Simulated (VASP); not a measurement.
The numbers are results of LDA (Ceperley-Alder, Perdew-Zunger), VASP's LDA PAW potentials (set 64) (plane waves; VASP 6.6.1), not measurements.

The input files of a VASP run:

**INCAR**
```
SYSTEM = Co
PREC = Accurate
ENCUT = 180
EDIFF = 1E-04
NELM = 100
ALGO = Normal
LREAL = .FALSE.
LASPH = .TRUE.
ISMEAR = 0
SIGMA = 0.272
LMAXMIX = 4
LWAVE = .FALSE.
LCHARG = .FALSE.
ISIF = 2
ISPIN = 2
LORBIT = 11
```

**POSCAR**
```
Co
1
    2.4720000000     0.0000000000     0.0000000000
   -1.2360000000     2.1408150000     0.0000000000
    0.0000000000     0.0000000000     4.0211400000
Co
2
Direct
  0.3582450000   0.6199360000   0.2631300000
  0.6417550000   0.3800640000   0.7368700000
```

**KPOINTS**
```
Automatic mesh
0
Gamma
1 1 1
0.5 0.5 0.5
```

POTCAR, in this order: Co (LDA.64 set). Program: vasp_std. The INCAR's line for the spin-polarised start is left out here.

Question: What will the output report for the number of irreducible k-points (NKPTS), largest plane-wave count, number of space-group operations, FFT grid (NGX, NGY, NGZ)?

Answer: 
| Item | Value |
|---|---|
| number of irreducible k-points (NKPTS) | 3 |
| largest plane-wave count | 124 |
| number of space-group operations | 2 |
| FFT grid (NGX, NGY, NGZ) | 12 × 12 × 18 |

The structure comes from a computed database's Co entry; how it stands against other phases isn't given here. The cell was not relaxed at this level, atoms are displaced from their ideal sites. The k-mesh is coarse (spacing up to 2.93 per Å, 2π included), so the numbers may not be converged in it. The run is one of a series of settings (EDIFF = 1E-04, ENCUT = 180, GGA removed, KPOINTS 1×1×1 Γ-centred mesh shifted by (0.5, 0.5, 0.5), POTCAR Co (LDA.64 set) against the base run), some of them coarse on purpose.
